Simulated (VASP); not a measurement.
Input:

```
CELL_PARAMETERS angstrom
      0.00000     3.11288     3.23739
      3.11288     0.00000     3.23739
      3.11288     3.11288     0.00000
ATOMIC_POSITIONS crystal
  Ba 0.00000 0.00000 0.00000
  F  0.25000 0.25000 0.25000
  F  0.75000 0.75000 0.75000
```

Method: r2SCAN meta-GGA, VASP's PBE PAW potentials (set 64) (plane waves; VASP). Numerical set-up: 600 eV cut-off, 6×6×6 Γ-centred mesh, Gaussian smearing of 0.050 eV, potentials Ba_sv F.

### Question
Give the stress tensor in GPa (positive for a compressed cell).

### Answer

```
-1.58   0.00   0.00
 0.00  -1.58   0.00
 0.00   0.00  -3.56
```
The pressure is its mean diagonal, -2.24 GPa.

The compound is BaF2 in the fluorite structure. This cell was strained or had an atom moved on purpose.
